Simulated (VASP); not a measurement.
An input for Ansatz (written as the equivalent of a VASP run, and not itself run):

Ansatz 0.2 input:
```yaml
crystal:
  lattice:
    - [-1.7191940, 1.7191940, 3.8294090]
    - [1.7191940, -1.7191940, 3.8294090]
    - [1.7191940, 1.7191940, -3.8294090]
  atoms:
    - { symbol: Be, position: [0.5000000, 0.5000000, 0.0000000] }
    - { symbol: Be, position: [0.7500000, 0.2500000, 0.5000000] }
    - { symbol: Be, position: [0.2500000, 0.7500000, 0.5000000] }
    - { symbol: Li, position: [0.0000000, 0.0000000, 0.0000000] }
kpoints:
  mp_grid: { grid: [9, 9, 9] }
hamiltonian:
  xc: pbe
  pseudopotentials: { kind: paw }
scf:
  occupations: { method: fermi_dirac, width: 0.05 }
  max_iter: 100
relax:
  max_steps: 50
  f_tol: 0.01
  cell: {}
output: { forces: true, stress: true, eigenvalues: true }
```

Task: Translate this input to VASP (INCAR, KPOINTS, POSCAR, choice of POTCAR).

Result: This is not unique; one that fits is 
File KPOINTS:
```
K-points
0
gamma
9 9 9
```

**POSCAR**
```
LiBe3
1
   -1.7191940000     1.7191940000     3.8294090000
    1.7191940000    -1.7191940000     3.8294090000
    1.7191940000     1.7191940000    -3.8294090000
Be Li
3 1
Direct
  0.5000000000   0.5000000000   0.0000000000
  0.7500000000   0.2500000000   0.5000000000
  0.2500000000   0.7500000000   0.5000000000
  0.0000000000   0.0000000000   0.0000000000
```

**INCAR**
```
# general
SYSTEM = LiBe3
PREC   = Accurate
ENCUT  = 400   # plane-wave cut-off (eV)
LREAL  = .False.   # projection in real space or not
LASPH  = .True.

# electronic loop
EDIFF  = 1E-6   # SCF stop (eV)
NELM   = 100   # most electronic steps
ALGO   = Normal   # blocked Davidson

# smearing
ISMEAR = -1
SIGMA  = 0.05

# functional
GGA    = PE   # PBE

# ions
IBRION = 2   # conjugate gradients
NSW    = 50   # most ionic steps
ISIF   = 3   # ions, shape and volume
EDIFFG = -0.01   # ionic stop

# output
LWAVE  = .False.
LCHARG = .False.
```

POTCAR, in this order: Be Li_sv (PBE.64 set). Program: vasp_std.

What does not carry over: each code has its own PAW files, so the cut-off isn't converted (ENCUT is set for VASP's; basis.ecutwfc is left out, and Ansatz then takes the one that its files recommend); Ansatz stops its SCF on the density residual and VASP on the energy change (EDIFF).

The structure was generated: LiBe3 was put into an ordered model structure, which need not be its known phase. This run relaxes it. Symmetry was kept, so distortions that lower it aren't found. The run is one of a series of settings (EDIFFG = -0.01, IBRION = 2, ISIF = 3, NSW = 50 against the base run), some of them coarse on purpose.
